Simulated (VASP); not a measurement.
Input of a VASP 6.6.1 run:

INCAR

```
SYSTEM = CaC2
  PREC = Accurate
  ENCUT = 520
  EDIFF = 1E-6
  ISMEAR = 0
  SIGMA = 0.05
  LREAL = .False.
  LASPH = .True.
  NELM = 100
  ALGO = Fast
  ISIF = 2
  LWAVE = .False.
  LCHARG = .False.
  GGA = CA
  NBANDS = 16
```

KPOINTS

```
regular mesh
0
Gamma
  10 10 10
  0 0 0
```

File POSCAR:

```
CaC2
1.0
   -1.9342985994      1.9342985994      3.2821640236
    1.9342985994     -1.9342985994      3.2821640236
    1.9342985994      1.9342985994     -3.2821640236
Ca C
1 2
Direct
    0.0000000000      0.0000000000      0.0000000000
    0.5978927200      0.5978927200      0.0000000000
    0.4021072800      0.4021072800      0.0000000000
```

Potentials or basis: VASP PAW LDA potentials, release 64 (Ca_sv, C).

Run with:

```sh
$ cat potpaw_LDA.64/Ca_sv/POTCAR potpaw_LDA.64/C/POTCAR > POTCAR
$ mpirun -np 1 vasp_std > vasp.out
```

Question: What does it give for the pressure?

Answer: -8.3 GPa.

Question: What does it give for the largest force?

Answer: 1.872 eV/Å.

Question: What does it give for the band gap on the k mesh?

Answer: 1.06 eV, indirect (least direct gap 2.12 eV).

Stress tensor (GPa, compression positive):
```
 -4.07   0.00   0.00
  0.00  -4.07   0.00
  0.00   0.00 -16.75
```

Caveat: forces of over 1 eV/Å show positions far from the minimum, so gaps and moduli don't describe the material at rest. A k mesh can miss the band edges.
